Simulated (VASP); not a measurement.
Here is the system:

```
Mg3Sb2
1.0
    2.27902    -3.94737     0.00000
    2.27902     3.94737     0.00000
    0.00000     0.00000     7.17900
Mg Sb
3 2
Direct
  0.00000   0.00000   0.00000
  0.33333   0.66667   0.63293
  0.66667   0.33333   0.36707
  0.33333   0.66667   0.22389
  0.66667   0.33333   0.77611
```

Level of theory: PBEsol GGA, VASP's PBE PAW potentials (set 64) (plane waves; VASP 6.6.1). Numerical set-up: 500 eV cut-off, 6×6×3 Γ-centred mesh, Gaussian smearing of 0.050 eV, potentials Mg Sb.

Unless said otherwise, spin-orbit coupling is left out, though it shifts the bands of the heavy elements here.

**Question.** What does the run give for the energy per atom (σ→0), band gap (on the k-mesh) with the smallest direct gap where there is one?

**Answer.** 
band gap (on the k-mesh): 0.17 eV
smallest direct gap (on the k-mesh): 1.07 eV
energy per atom (σ→0): -3226 meV/atom

The compound is Mg3Sb2 in the a-la2o3 structure. It was relaxed first.
